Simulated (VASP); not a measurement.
Input:

```
ZrSi
1.0
    3.31513     0.00000     0.00000
    0.00000     3.31513     0.00000
    0.00000     0.00000     3.31513
Zr Si
1 1
Direct
  0.00000   0.00000   0.00000
  0.50000   0.50000   0.50000
```

Computed with PBE GGA, VASP's PBE PAW potentials (set 64) (plane waves; VASP). Settings: 400 eV cut-off, 12×12×12 Γ-centred mesh, tetrahedra with Blöchl corrections, potentials Zr_sv Si.

Tabulate the total density of states (states/eV per cell) against energy (eV; zero at the valence-band maximum or, without a gap, the Fermi level).

```
E (eV) | DOS (states/eV)
    -9.93 | # 0.12
    -9.70 | # 0.17
    -9.47 | ## 0.21
    -9.24 | ## 0.26
    -9.01 | ## 0.31
    -8.78 | ### 0.37
    -8.55 | ### 0.44
    -8.32 | #### 0.54
    -8.10 | ##### 0.69
    -7.87 | ######## 1.06
    -7.64 | ############### 1.88
    -7.41 | ######## 1.07
    -7.18 | #### 0.55
    -6.95 | ### 0.36
    -6.72 | ## 0.23
    -6.49 | # 0.16
    -6.26 | # 0.10
    -6.03 | # 0.07
    -5.80 |  0.04
    -5.57 |  0.03
    -5.34 | # 0.08
    -5.12 | # 0.18
    -4.89 | ## 0.26
    -4.66 | ### 0.32
    -4.43 | ### 0.42
    -4.20 | ###### 0.72
    -3.97 | ######### 1.17
    -3.74 | ############## 1.82
    -3.51 | ############### 1.90
    -3.28 | ########### 1.33
    -3.17 | ######### 1.13
    -2.94 | ######## 1.02
    -2.71 | ######### 1.10
    -2.48 | ########## 1.29
    -2.25 | ######### 1.20
    -2.02 | ########## 1.20
    -1.79 | ######### 1.19
    -1.56 | ####### 0.83
    -1.33 | ##### 0.60
    -1.10 | #### 0.51
    -0.87 | ##### 0.67
    -0.64 | ###### 0.81
    -0.41 | ################ 2.06
    -0.18 | ############################## 3.80
     0.04 | ################## 2.23
     0.27 | ############### 1.94
     0.50 | ############### 1.95
     0.73 | ############## 1.78
     0.96 | ####### 0.83
     1.19 | ##### 0.63
     1.42 | ############### 1.91
     1.65 | ################# 2.10
     1.88 | ########### 1.33
     2.11 | ########## 1.33
     2.34 | ############# 1.64
     2.57 | ######### 1.11
     2.80 | ####### 0.86
     3.02 | ######### 1.10
     3.25 | ######### 1.13
     3.48 | ####### 0.91
```
Within 2 eV below the Fermi level the largest weight inside VASP's projection spheres is Zr d, then Si p.

The structure was generated: ZrSi was put into the CsCl type type (Pm-3m), which need not be its known phase. It was relaxed first, which changed the volume by -29 %.
